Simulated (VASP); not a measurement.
VASP ran on this input.

KPOINTS:
```
Automatic mesh
0
Gamma
14 14 14
0 0 0
```

**INCAR**
```
SYSTEM = In
PREC = Accurate
ENCUT = 480
EDIFF = 1E-7
NELM = 100
ALGO = Normal
LREAL = .FALSE.
LASPH = .TRUE.
ISMEAR = 1
SIGMA = 0.1
METAGGA = R2SCAN
LMIXTAU = .TRUE.
LMAXMIX = 4
LWAVE = .FALSE.
LCHARG = .FALSE.
ISIF = 3
IBRION = 2
NSW = 40
EDIFFG = -0.01
PSTRESS = 10
```

File POSCAR:
```
In
1.0
 -1.6184183900   1.6184183900   2.5045739844
  1.6184183900  -1.6184183900   2.5045739844
  1.6184183900   1.6184183900  -2.5045739844
In
1
Cart
  3.2368367800   0.0000000000   0.0000000000
```

POTCAR, in this order: In_d (PBE.64 set). Program: vasp_std.

**Question.** Translate this r2SCAN calculation to Ansatz.

**Answer.** One equivalent input (not run):
Ansatz 0.2 input:
```yaml
crystal:
  lattice:
    - [-1.6184184, 1.6184184, 2.5045740]
    - [1.6184184, -1.6184184, 2.5045740]
    - [1.6184184, 1.6184184, -2.5045740]
  atoms:
    - { symbol: In, position: [0.0000000, 1.0000000, 1.0000000] }
kpoints:
  mp_grid: { grid: [14, 14, 14] }
hamiltonian:
  xc: r2scan
  pseudopotentials: { kind: paw }
scf:
  occupations: { method: methfessel_paxton, width: 0.1 }
  max_iter: 100
relax:
  max_steps: 40
  f_tol: 0.01
  cell: { p_target: 1 }
output: { forces: true, stress: true, eigenvalues: true }
```
Limits of the translation: each code has its own PAW files, so the cut-off isn't converted (ENCUT is set for VASP's; basis.ecutwfc is left out, and Ansatz then takes the one that its files recommend); Ansatz stops its SCF on the density residual and VASP on the energy change (EDIFF).

The compound is In in the bct structure. This run relaxes it under an external pressure of 1 GPa. Symmetry was kept, so distortions that lower it aren't found.
